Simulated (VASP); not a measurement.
SnGe3O8: relaxation of cell and atoms with PBEsol

The system is SnGe3O8.

```xyz
12
Lattice="4.4653 0.0000 0.0000 0.0000 4.4653 3.0059 0.0000 -4.4653 3.0059" Properties=species:S:1:pos:R:3 pbc="T T T"
Ge    2.2327   -2.2327    1.5029
Ge    2.2327    2.2327    1.5029
Ge    0.0000    0.0000    0.0000
Sn    0.0000    0.0000    3.0059
O     0.8664   -0.8664    1.5029
O     0.8664   -0.8664    4.5088
O     3.5989    0.8664    1.5029
O     3.5989    0.8664    4.5088
O     1.3663   -3.0991    3.0059
O     1.3663    1.3663    3.0059
O     3.0991   -1.3663    3.0059
O     3.0991    3.0991    3.0059
```

The cell comes from a database or a generator and needn't be the stable form of this composition.

```json
{
  "Program": "VASP 6.6.1",
  "Task": "relaxation of cell and atoms",
  "Functional": "PBEsol",
  "Potentials or basis": "VASP PAW PBE potentials, release 64 (Ge_d, Sn_d, O)",
  "Cutoff": "600 eV",
  "k mesh": "3 × 2 × 2",
  "Occupations": "gaussian, width 0.02 eV",
  "Spin": "no spin polarisation",
  "Further INCAR settings": "ALGO = Normal; EDIFF = 1e-07; IBRION = 2; EDIFFG = -0.02; NSW = 40; ISIF = 3"
}
```

The relaxed volume is 10.07 Å³/atom, the relaxed cell is a = 4.542 Å, b = 5.369 Å, c = 5.369 Å, α = 112.70°, β = 90.67°, γ = 89.33° and the space group after relaxing (to 0.05 Å) is C2/m (No. 12). The energy gained by relaxing is 82.0 meV/atom. The ionic steps are 23. The pressure after relaxing is 0.0 GPa, the largest force after relaxing is 0.016 eV/Å and the band gap on the k mesh is 1.26 eV, direct.

Forces in eV/Å, atoms in the order of the input:
```
Ge   0.000  0.000  0.000
Ge   0.000  0.000  0.000
Ge   0.000  0.000  0.000
Sn   0.000  0.000  0.000
O    0.000 -0.011  0.010
O    0.000 -0.011 -0.010
O    0.000  0.011  0.010
O    0.000  0.011 -0.010
O   -0.004 -0.007  0.000
O   -0.014 -0.007  0.000
O    0.014  0.007  0.000
O    0.004  0.007  0.000
```

Stress tensor (GPa, compression positive):
```
-0.06 -0.03  0.00
-0.03  0.02  0.00
 0.00  0.00  0.05
```

Step by step:
| step | energy change (eV) | largest force (eV/Å) | pressure (GPa) | volume (Å³) |
| --- | --- | --- | --- | --- |
| 1 | 0.0000 | 3.5144 | 5.02 | 119.87 |
| 2 | -0.3128 | 2.2858 | -6.93 | 125.36 |
| 3 | -0.8462 | 0.5716 | -3.64 | 122.76 |
| 4 | -0.9160 | 0.5516 | 3.14 | 119.42 |
| 5 | -0.9243 | 0.4931 | 1.40 | 120.21 |
| 6 | -0.9498 | 0.3385 | 0.00 | 120.91 |
| 7 | -0.9515 | 0.4211 | -0.47 | 121.15 |
| 8 | -0.9721 | 0.1777 | -0.55 | 121.19 |
| 9 | -0.9773 | 0.0719 | -0.60 | 121.23 |
| 10 | -0.9790 | 0.0479 | 0.59 | 120.60 |
| 11 | -0.9792 | 0.0403 | 0.30 | 120.75 |
| 12 | -0.9802 | 0.0373 | 0.00 | 120.83 |
| 13 | -0.9802 | 0.0407 | -0.05 | 120.85 |
| 14 | -0.9807 | 0.0314 | -0.04 | 120.82 |
| 15 | -0.9809 | 0.0643 | -0.02 | 120.77 |
| 16 | -0.9811 | 0.0605 | 0.02 | 120.75 |
| 17 | -0.9817 | 0.0518 | 0.11 | 120.70 |
| 18 | -0.9821 | 0.0538 | 0.29 | 120.60 |
| 19 | -0.9827 | 0.0561 | 0.11 | 120.70 |
| 20 | -0.9833 | 0.0690 | -0.36 | 120.95 |
| 21 | -0.9839 | 0.0384 | -0.22 | 120.89 |
| 22 | -0.9842 | 0.0435 | -0.04 | 120.82 |
| 23 | -0.9844 | 0.0160 | 0.00 | 120.78 |

Final structure:
```
Ge Sn O
1.0
     4.54161    0.03150    0.00000
     0.03199    4.46943    2.97534
    -0.03199   -4.46943    2.97534
Ge Sn O
3 1 8
Direct
  0.50000 0.00000 0.50000
  0.50000 0.50000 0.00000
  0.00000 0.00000 0.00000
  0.00000 0.50000 0.50000
  0.19355 0.12970 0.33609
  0.19355 0.66391 0.87030
  0.80645 0.33609 0.12970
  0.80645 0.87030 0.66391
  0.30144 0.15490 0.84510
  0.33900 0.64981 0.35019
  0.66100 0.35019 0.64981
  0.69856 0.84510 0.15490
```

Levels at points of the mesh, in eV from the valence-band top:
```
           k point  band 50  band 51  band 52  band 53  band 54  band 55
(0.00, 0.00, 0.00)    -0.82    -0.78     0.00     1.26     5.39     6.06
(0.00, 0.50, 0.00)    -1.09    -0.72    -0.47     4.20     4.34     6.35
(0.00, 0.50, 0.50)    -1.48    -0.73    -0.69     4.20     4.48     5.76
```

It took 5.8 min on 4 MPI ranks on Intel(R) Xeon(R) Platinum 8375C CPU @ 2.90GHz (Ice Lake), with other jobs on the host, peak memory 0.31 GiB a rank.

Caveat: the k mesh is coarse (spacing up to 0.63 Å⁻¹), so the values aren't converged; the PAW data sets were made with another functional, which shifts forces and pressure a little; spin-orbit coupling is left out, which moves the levels of the heavy elements.
